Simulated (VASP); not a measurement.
Input of a VASP 6.6.1 run:

Contents of INCAR:

```
SYSTEM = NbRu3
PREC = Accurate ; ENCUT = 520
EDIFF = 1E-7 ; ISMEAR = -1
SIGMA = 0.05 ; LREAL = .False.
LASPH = .True. ; NELM = 100
ALGO = Normal ; ISIF = 2
LWAVE = .False. ; LCHARG = .False.
GGA = CA ; NBANDS = 36
```

Contents of KPOINTS:

```
Automatic mesh
0
Gamma
  9 9 9
  0 0 0
```

POSCAR

```
NbRu3
1.0
    3.8851109900      0.0000000000      0.0000000000
    0.0000000000      3.8851109900      0.0000000000
    0.0000000000      0.0000000000      3.8851109900
Nb Ru
1 3
Direct
    0.0000000000      0.0000000000      0.0000000000
    0.0000000000      0.5000000000      0.5000000000
    0.5000000000      0.5000000000      0.0000000000
    0.5000000000      0.0000000000      0.5000000000
```

Potentials or basis: VASP PAW LDA potentials, release 64 (Nb_sv, Ru_pv).

Command:

```console
$ cat potpaw_LDA.64/Nb_sv/POTCAR potpaw_LDA.64/Ru_pv/POTCAR > POTCAR
$ mpirun -np 1 vasp_std > vasp.out
```

(1) Predict the band gap on the k mesh.

(2) Predict the pressure.

Results:

(1) none (metal or under the smearing width).

(2) -12.0 GPa.
